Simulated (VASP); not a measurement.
Computed with PBE GGA, VASP's PBE PAW potentials (set 64) (plane waves; VASP).

VASP ran on this input.

**INCAR**
```
! general
SYSTEM =Sr
PREC   =Accurate
ENCUT  =400
LREAL  =F   ! projection in real space or not
LASPH  =T   ! aspherical one-centre terms

! electronic loop
EDIFF  =1E-6   ! SCF stop (eV)
NELM   =100   ! most electronic steps
ALGO   =Normal   ! blocked Davidson
LMAXMIX=4   ! l cut-off of mixed one-centre charges

! smearing
ISMEAR =0   ! Gaussian
SIGMA  =0.05   ! width (eV)

! functional
GGA    =PE   ! PBE

! ions
IBRION =2   ! conjugate gradients
NSW    =60   ! most ionic steps
ISIF   =3
EDIFFG =-0.01   ! ionic stop

! output
LWAVE  =F
LCHARG =F
```

POSCAR:
```
Sr
1.0
  0.0000000000   3.0092282543   3.0092282543
  3.0092282543   0.0000000000   3.0092282543
  3.0092282543   3.0092282543   0.0000000000
Sr
1
Cartesian
  0.0000000000   0.0000000000   0.0000000000
```

File KPOINTS:
```
Automatic mesh
0
Gamma
7 7 7
0 0 0
```

POTCAR, in this order: Sr_sv (PBE.64 set). Program: vasp_std.

The resulting files:

File OSZICAR:
```
       N       E                     dE             d eps       ncg     rms          rms(c)
DAV:   1     0.292233495468E+02    0.29223E+02   -0.43465E+03   360   0.787E+02
DAV:   2    -0.542212377216E+00   -0.29766E+02   -0.29369E+02   429   0.149E+02
DAV:   3    -0.159349687912E+01   -0.10513E+01   -0.10348E+01   532   0.226E+01
DAV:   4    -0.163729824862E+01   -0.43801E-01   -0.43787E-01   521   0.387E+00
DAV:   5    -0.163765664799E+01   -0.35840E-03   -0.35832E-03   539   0.350E-01    0.112E+01
DAV:   6    -0.163763670000E+01    0.19948E-04   -0.61609E-03   426   0.106E+00    0.634E+00
DAV:   7    -0.163766928960E+01   -0.32590E-04   -0.10943E-02   427   0.137E+00    0.278E-01
DAV:   8    -0.163766346893E+01    0.58207E-05   -0.18077E-03   574   0.247E-01    0.120E-01
DAV:   9    -0.163768014126E+01   -0.16672E-04   -0.19898E-05   524   0.486E-02    0.351E-02
DAV:  10    -0.163769860013E+01   -0.18459E-04   -0.96353E-06   392   0.320E-02    0.312E-02
DAV:  11    -0.163769809062E+01    0.50951E-06   -0.44212E-07   260   0.696E-03
   1 F= -.16376981E+01 E0= -.16356877E+01  d E =-.163770E+01
```

**OUTCAR**
```
------------------------ aborting loop because EDIFF is reached ----------------------------------------
  FORCE on cell =-STRESS in cart. coord.  units (eV):
  Direction    XX          YY          ZZ          XY          YZ          ZX
  --------------------------------------------------------------------------------------
  Total       -0.0009499     -0.0009499     -0.0009499     -0.0000000      0.0000000      0.0000000
  in kB       -0.0279253     -0.0279253     -0.0279253     -0.0000000      0.0000000      0.0000000
  external PRESSURE =      -0.0279253 kB  Pullay stress =       0.0000000 kB
  volume of cell :       54.50
      direct lattice vectors                 reciprocal lattice vectors
     0.000000000  3.009228254  3.009228254    -0.166155558  0.166155558  0.166155558
     3.009228254  0.000000000  3.009228254     0.166155558 -0.166155558  0.166155558
     3.009228254  3.009228254  0.000000000     0.166155558  0.166155558 -0.166155558
 POSITION                                       TOTAL-FORCE (eV/Angst)
 -----------------------------------------------------------------------------------
      0.00000      0.00000      0.00000         0.000000     -0.000000     -0.000000
 -----------------------------------------------------------------------------------
    total drift:                                0.000000     -0.000000     -0.000000
  FREE ENERGIE OF THE ION-ELECTRON SYSTEM (eV)
  ---------------------------------------------------
  free  energy   TOTEN  =        -1.6376980906 eV

  energy  without entropy=       -1.6336772875  energy(sigma->0) =       -1.63568769

 reached required accuracy - stopping structural energy minimisation
```
(Selected blocks of OUTCAR.)

The compound is Sr in the fcc structure. It was relaxed first. The start is the result of an earlier pass.
